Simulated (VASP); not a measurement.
An input for Ansatz (written as the equivalent of a VASP run, and not itself run):

Ansatz 0.2 input:
```yaml
crystal:
  lattice:
    - [1.5044090, -2.6766680, 0.0000000]
    - [1.5044090, 2.6766680, 0.0000000]
    - [0.0000000, 0.0000000, 3.1769390]
  atoms:
    - { symbol: Ti, position: [0.0000000, 0.0000000, 0.0000000] }
    - { symbol: B, position: [0.3333330, 0.6666670, 0.5000000] }
    - { symbol: B, position: [0.6895350, 0.3562010, 0.5000000] }
kpoints:
  mp_grid: { grid: [11, 11, 10], shift: [0.0, 0.0, 0.5] }
hamiltonian:
  xc: pbe
  pseudopotentials: { kind: paw }
scf:
  occupations: { method: methfessel_paxton, width: 0.1 }
  max_iter: 100
output: { forces: true, stress: true, eigenvalues: true }
```

Problem. Translate this input to VASP (INCAR, KPOINTS, POSCAR, choice of POTCAR).

Solution. Several could match; the one computed here: 
POSCAR:
```
TiB2
3.0704720
  0.4899601755  -0.8717448001   0.0000000000
  0.4899601755   0.8717448001   0.0000000000
  0.0000000000   0.0000000000   1.0346744735
Ti B
1 2
Cartesian
  0.0000000000   0.0000000000   0.0000000000
  0.4899601755   0.2905821812   0.5173372368
  0.5123689941  -0.2905821812   0.5173372368
```

### KPOINTS
```
Automatic mesh
0
Monkhorst-Pack
11 11 10
0 0 0
```

INCAR:
```
SYSTEM  =  TiB2
PREC  =  Accurate; ENCUT  =  520; LREAL  =  F
LASPH  =  T
EDIFF  =  1E-6; NELM  =  100; ALGO  =  Normal
LMAXMIX  =  4
ISMEAR  =  1; SIGMA  =  0.1
GGA  =  PE
ISIF  =  2
LWAVE  =  F; LCHARG  =  F
```

POTCAR, in this order: Ti_sv B (PBE.64 set). Program: vasp_std.

The two are equivalent in intent, not identical: each code has its own PAW files, so the cut-off isn't converted (ENCUT is set for VASP's; basis.ecutwfc is left out, and Ansatz then takes the one that its files recommend); Ansatz stops its SCF on the density residual and VASP on the energy change (EDIFF); an even Monkhorst-Pack mesh in KPOINTS is shifted by half a step.

The compound is TiB2 in the AlB2 type structure. The cell was not relaxed at this level, atoms are displaced from their ideal sites. The run is one of a series of settings (KPOINTS 11×11×10 Monkhorst-Pack mesh against the base run), some of them coarse on purpose.
